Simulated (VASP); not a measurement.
Method: PBE GGA, VASP's PBE PAW potentials (set 64) (plane waves; VASP).

The input files of a VASP run:

### POSCAR
```
CoO
1
    0.0000000000     2.1139360000     2.1139360000
    2.1139360000     0.0000000000     2.1139360000
    2.1139360000     2.1139360000     0.0000000000
Co O
1 1
Direct
  0.0000000000   0.0000000000   0.0000000000
  0.5000000000   0.5000000000   0.5000000000
```

File KPOINTS:
```
Regular mesh
0
G
 13 13 13
0 0 0
```

INCAR:
```
# general
SYSTEM   =  CoO
PREC     =  Accurate
ENCUT    =  400
LREAL    =  F
LASPH    =  T

# electronic loop
EDIFF    =  1E-6
NELM     =  100
ALGO     =  Normal
LMAXMIX  =  4

# smearing
ISMEAR   =  -1
SIGMA    =  0.1

# functional
GGA      =  PE

# spin
ISPIN    =  2
MAGMOM   =  3.0 0.0

# ions
ISIF     =  2

# output
LWAVE    =  F
LCHARG   =  F
LORBIT   =  11
```

POTCAR, in this order: Co O (PBE.64 set). Program: vasp_std.

The run wrote:

### OUTCAR
```
 ion  position               nearest neighbor table
   1  0.000  0.000  0.000-   2 2.11   2 2.11   2 2.11   2 2.11   2 2.11   2 2.11
   2  0.500  0.500  0.500-   1 2.11   1 2.11   1 2.11   1 2.11   1 2.11   1 2.11
  LATTYP: Found a face centered cubic cell.
 ALAT       =     4.2278720000
 Subroutine PRICEL returns:
 Original cell was already a primitive cell.
 Subroutine GETGRP returns: Found 48 space group operations
The static configuration has the point symmetry O_h .
The dynamic configuration has the point symmetry O_h .
The overall configuration has the point symmetry O_h .
 Subroutine INISYM returns: Found 48 space group operations
 Subroutine IBZKPT returns following result:
 Found     84 irreducible k-points:

 Following reciprocal coordinates:
            Coordinates               Weight
  0.000000  0.000000  0.000000      1.000000
  0.076923  0.000000  0.000000      8.000000
  0.153846  0.000000  0.000000      8.000000
  0.230769  0.000000  0.000000      8.000000
  0.307692  0.000000  0.000000      8.000000
  0.384615  0.000000  0.000000      8.000000
  0.461538  0.000000  0.000000      8.000000
  0.076923  0.076923  0.000000      6.000000
  0.153846  0.076923  0.000000     24.000000
  0.230769  0.076923  0.000000     24.000000
  0.307692  0.076923  0.000000     24.000000
  0.384615  0.076923  0.000000     24.000000
  0.461538  0.076923  0.000000     24.000000
 -0.461538  0.076923  0.000000     24.000000
 -0.384615  0.076923  0.000000     24.000000
 -0.307692  0.076923  0.000000     24.000000
 -0.230769  0.076923  0.000000     24.000000
 -0.153846  0.076923  0.000000     24.000000
 -0.076923  0.076923  0.000000     12.000000
  0.153846  0.153846  0.000000      6.000000
  0.230769  0.153846  0.000000     24.000000
  0.307692  0.153846  0.000000     24.000000
  0.384615  0.153846  0.000000     24.000000
  0.461538  0.153846  0.000000     24.000000
 -0.461538  0.153846  0.000000     24.000000
 -0.384615  0.153846  0.000000     24.000000
 -0.307692  0.153846  0.000000     24.000000
 -0.230769  0.153846  0.000000     24.000000
 -0.153846  0.153846  0.000000     12.000000
  0.230769  0.230769  0.000000      6.000000
  0.307692  0.230769  0.000000     24.000000
  0.384615  0.230769  0.000000     24.000000
  0.461538  0.230769  0.000000     24.000000
 -0.461538  0.230769  0.000000     24.000000
 -0.384615  0.230769  0.000000     24.000000
 -0.307692  0.230769  0.000000     24.000000
 -0.230769  0.230769  0.000000     12.000000
  0.307692  0.307692  0.000000      6.000000
  0.384615  0.307692  0.000000     24.000000
  0.461538  0.307692  0.000000     24.000000
   k-points           NKPTS =     84   k-points in BZ     NKDIM =     84   number of bands    NBANDS=     13
   number of dos      NEDOS =    301   number of ions     NIONS =      2
   total plane-waves  NPLWV =   8000
   dimension x,y,z NGX =    20 NGY =   20 NGZ =   20
   dimension x,y,z NGXF=    40 NGYF=   40 NGZF=   40
   ions per type =               1   1
   PREC   = accura    normal or accurate (medium, high low for compatibility)
   ISTART =      0    job   : 0-new  1-cont  2-samecut
   ICHARG =      2    charge: 1-file 2-atom 10-const
   ISPIN  =      2    spin polarized calculation?
   LNONCOLLINEAR =      F non collinear calculations
   LSORBIT =      F    spin-orbit coupling
   INIWAV =      1    electr: 0-lowe 1-rand  2-diag
   ENCUT  =  400.0 eV  29.40 Ry    5.42 a.u.   4.88  4.88  4.88*2*pi/ulx,y,z
   NELM   =    100;   NELMIN=  2; NELMDL= -5     # of ELM steps
   EDIFF  = 0.1E-05   stopping-criterion for ELM
   LREAL  =      F    real-space projection
   NLSPLINE    = F    spline interpolate recip. space projectors
...
```

### OSZICAR
```
       N       E                     dE             d eps       ncg     rms          rms(c)
DAV:   1     0.682826188140E+02    0.68283E+02   -0.64858E+03  4536   0.115E+03
DAV:   2    -0.115298692450E+02   -0.79812E+02   -0.69971E+02  4686   0.242E+02
DAV:   3    -0.157143230199E+02   -0.41845E+01   -0.40975E+01  4933   0.639E+01
DAV:   4    -0.157627558944E+02   -0.48433E-01   -0.48408E-01  4994   0.670E+00
DAV:   5    -0.157640548925E+02   -0.12990E-02   -0.12990E-02  5061   0.110E+00    0.152E+01
DAV:   6    -0.144230402271E+02    0.13410E+01   -0.22822E+01  5005   0.827E+01    0.193E+01
DAV:   7    -0.131924013987E+02    0.12306E+01   -0.84307E+00  5024   0.653E+01    0.771E+00
DAV:   8    -0.131524961013E+02    0.39905E-01   -0.45912E-01  5543   0.107E+01    0.457E+00
DAV:   9    -0.131269746926E+02    0.25521E-01   -0.27485E-01  6378   0.108E+01    0.221E+00
DAV:  10    -0.131314344589E+02   -0.44598E-02   -0.30676E-02  5833   0.309E+00    0.122E+00
DAV:  11    -0.131271353001E+02    0.42992E-02   -0.50657E-02  6290   0.458E+00    0.322E-01
DAV:  12    -0.131270872707E+02    0.48029E-04   -0.34188E-03  5517   0.836E-01    0.658E-02
DAV:  13    -0.131270679316E+02    0.19339E-04   -0.25615E-04  4606   0.154E-01    0.397E-02
DAV:  14    -0.131270686699E+02   -0.73825E-06   -0.23358E-05  5428   0.485E-02    0.195E-02
DAV:  15    -0.131270683473E+02    0.32261E-06   -0.26436E-06  4262   0.264E-02
   1 F= -.13127068E+02 E0= -.13067355E+02  d E =-.119428E+00  mag=     2.7788
```

**OUTCAR**
```
------------------------ aborting loop because EDIFF is reached ----------------------------------------
  FORCE on cell =-STRESS in cart. coord.  units (eV):
  Direction    XX          YY          ZZ          XY          YZ          ZX
  --------------------------------------------------------------------------------------
  Total       -0.4758123     -0.4758123     -0.4758123      0.0000000      0.0000000      0.0000000
  in kB      -40.3497395    -40.3497395    -40.3497395      0.0000000      0.0000000      0.0000000
  external PRESSURE =     -40.3497395 kB  Pullay stress =       0.0000000 kB
  volume of cell :       18.89
      direct lattice vectors                 reciprocal lattice vectors
     0.000000000  2.113936000  2.113936000    -0.236525609  0.236525609  0.236525609
     2.113936000  0.000000000  2.113936000     0.236525609 -0.236525609  0.236525609
     2.113936000  2.113936000  0.000000000     0.236525609  0.236525609 -0.236525609
 POSITION                                       TOTAL-FORCE (eV/Angst)
 -----------------------------------------------------------------------------------
      0.00000      0.00000      0.00000        -0.000000      0.000000     -0.000000
      2.11394      2.11394      2.11394         0.000000     -0.000000      0.000000
 -----------------------------------------------------------------------------------
    total drift:                                0.000000     -0.000000      0.000000
  FREE ENERGIE OF THE ION-ELECTRON SYSTEM (eV)
  ---------------------------------------------------
  free  energy   TOTEN  =       -13.1270683473 eV

  energy  without entropy=      -13.0076407600  energy(sigma->0) =      -13.06735455

 total charge

# of ion       s       p       d       tot
------------------------------------------
    1        0.300   0.370   7.165   7.835
    2        1.582   3.444   0.000   5.026
--------------------------------------------------
tot          1.882   3.815   7.165  12.861

 magnetization (x)

# of ion       s       p       d       tot
------------------------------------------
    1        0.021   0.018   2.429   2.469
    2        0.029   0.234   0.000   0.264
--------------------------------------------------
tot          0.050   0.253   2.429   2.732
```
(Selected blocks of OUTCAR.)

At this cut-off the stress carries a Pulay error, which pulls relaxed volumes low. The moments were started parallel, and other spin orders were not tried in this run.

The structure comes from a measured CoO entry of the Crystallography Open Database, whose conditions weren't checked. The cell was not relaxed at this level, and its volume differs by -5.9 % from the start's.
